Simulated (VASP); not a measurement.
Consider the following.

```yaml
crystal:
  lattice:
    - [0.00000, 1.77771, 1.77771]
    - [1.77771, 0.00000, 1.77771]
    - [1.77771, 1.77771, 0.00000]
  atoms:
    - { symbol: C, position: [0.00000, 0.00000, 0.00000] }
    - { symbol: C, position: [0.25000, 0.25000, 0.25000] }
```

Method: SCAN meta-GGA, VASP's PBE PAW potentials (set 64) (plane waves; VASP). Settings: 520 eV cut-off, 14×14×14 Γ-centred mesh, tetrahedra with Blöchl corrections, potentials C.

**Question.** Give the energies of bands 2 to 7 at the high-symmetry points, in eV from the valence-band maximum.

**Answer.** 
| band | Γ | X | U | L | W |
|---|---|---|---|---|---|
| 2 | 0.00 | -13.45 | -12.36 | -13.96 | -12.66 |
| 3 | 0.00 | -6.58 | -9.67 | -2.92 | -8.65 |
| 4 | 0.00 | -6.58 | -5.61 | -2.92 | -8.65 |
| 5 | 6.16 | 5.20 | 6.17 | 9.16 | 11.38 |
| 6 | 6.16 | 5.20 | 11.54 | 9.16 | 11.38 |
| 7 | 6.16 | 18.25 | 15.57 | 9.51 | 13.31 |

The gap is indirect, 4.56 eV, from the valence maximum at Γ to the conduction minimum at (0.36, 0.36, 0.00).

The compound is C in the diamond structure. It was relaxed first.
